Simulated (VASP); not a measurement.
Computed with LDA (Ceperley-Alder, Perdew-Zunger), VASP's LDA PAW potentials (set 64) (plane waves; VASP).

VASP ran on this input.

**KPOINTS**
```
kpoints
0
G
13 13 6
0 0 0
```

### INCAR
```
SYSTEM = Cd
PREC = Accurate; ENCUT = 520; LREAL = .False.
LASPH = .True.
EDIFF = 1E-6; NELM = 100; ALGO = Normal
LMAXMIX = 4
ISMEAR = 1; SIGMA = 0.1
IBRION = 2; NSW = 60; ISIF = 3
EDIFFG = -0.01
LWAVE = .False.; LCHARG = .False.
```

File POSCAR:
```
Cd
1
    1.4616286660    -2.5316153908     0.0000000000
    1.4616286660     2.5316153908    -0.0000000000
    0.0000000000    -0.0000000000     5.4262475109
Cd
2
Direct
  0.3333330000   0.6666670000   0.2500000000
  0.6666670000   0.3333330000   0.7500000000
```

POTCAR, in this order: Cd (LDA.64 set). Program: vasp_std.

Q: What will the output report for the number of irreducible k-points (NKPTS), largest plane-wave count, number of space-group operations, FFT grid (NGX, NGY, NGZ)?

A: 
The number of irreducible k-points (NKPTS) is 84 and the largest plane-wave count comes out as 1106. The number of space-group operations is 24. The FFT grid (NGX, NGY, NGZ) comes out as 24 × 24 × 40.

The compound is Cd in the hcp structure. This run relaxes it. Symmetry was kept, so distortions that lower it aren't found. The start is the result of an earlier pass.
